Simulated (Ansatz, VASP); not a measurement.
## SrMg2Bi2 in VASP and in Ansatz

File INCAR:

```
SYSTEM = SrMg2Bi2
PREC = Accurate
ENCUT = 520
EDIFF = 1E-6
ISMEAR = 0
SIGMA = 0.1
LREAL = .FALSE.
LASPH = .TRUE.
NELM = 60
ALGO = Fast
ISIF = 2
LWAVE = .FALSE.
LCHARG = .TRUE.
GGA = CA
LELF = .TRUE.
LVHAR = .TRUE.
NBANDS = 30
```

File KPOINTS:

```
regular mesh
0
G
  6 6 2
  0 0 0
```

File POSCAR:

```
SrMg2Bi2
1.0
    4.8297132900      0.0000000000      0.0000000000
   -2.4148566450      4.1826544022      0.0000000000
    0.0000000000      0.0000000000      7.9828881300
Sr Mg Bi
1 2 2
Direct
    0.0000000000      0.0000000000      0.0000000000
    0.6666666700      0.3333333300      0.3750441600
    0.3333333300      0.6666666700      0.6249558400
    0.6666666700      0.3333333300      0.7467348600
    0.3333333300      0.6666666700      0.2532651400
```

Input for Ansatz:

```yaml
crystal:
  lattice:
    - [4.82971329, 0.0, 0.0]
    - [-2.414856645, 4.1826544022, 0.0]
    - [0.0, 0.0, 7.98288813]
  atoms:
    - { symbol: Sr, position: [0.0, 0.0, 0.0] }
    - { symbol: Mg, position: [0.66666667, 0.33333333, 0.37504416] }
    - { symbol: Mg, position: [0.33333333, 0.66666667, 0.62495584] }
    - { symbol: Bi, position: [0.66666667, 0.33333333, 0.74673486] }
    - { symbol: Bi, position: [0.33333333, 0.66666667, 0.25326514] }
basis:
  ecutwfc: 420
kpoints:
  mp_grid: { grid: [6, 6, 2] }
hamiltonian:
  xc: lda
scf:
  occupations: { method: gaussian, width: 0.1 }
output:
  forces: true
  stress: true
  eigenvalues: true
```

The cell comes from a database or a generator and needn't be the stable form of this composition.

Alike in both runs: task single point; functional LDA; k mesh 6 × 6 × 2; occupations gaussian, width 0.1 eV; no spin polarisation.

|  | VASP | Ansatz |
| --- | --- | --- |
| version | VASP 6.6.1 | Ansatz 0.2.0 |
| potentials or method | VASP PAW LDA potentials, release 64 (Sr_sv, Mg, Bi_d) | scalar-relativistic, plane waves, PAW |
| plane-wave cutoff (eV) | 520 | 420 |
| valence electrons in the cell | 44 | 60 |

|  | VASP | Ansatz | Ansatz less VASP |
| --- | --- | --- | --- |
| gap on the k mesh at the Fermi level (eV) | 0.40 | 0.38 | -0.022 |
| least direct gap on the mesh (eV) | 0.40 | 0.38 | -0.022 |
| pressure (GPa) | -2.3 | -2.2 | +0.16 |
| rms of the force components (eV/Å) | 0.016 | 0.013 | -0.0033 |

Atom by atom the forces differ by 0.010 eV/Å (rms over components). The two sets of potentials don't hold the same shells in valence.

Caveats: spin-orbit coupling is left out, which as a rule narrows the gap of such compounds by several tenths of an eV. LDA gaps usually lie below the measured ones, often by a third to a half. A k mesh can miss the band edges.
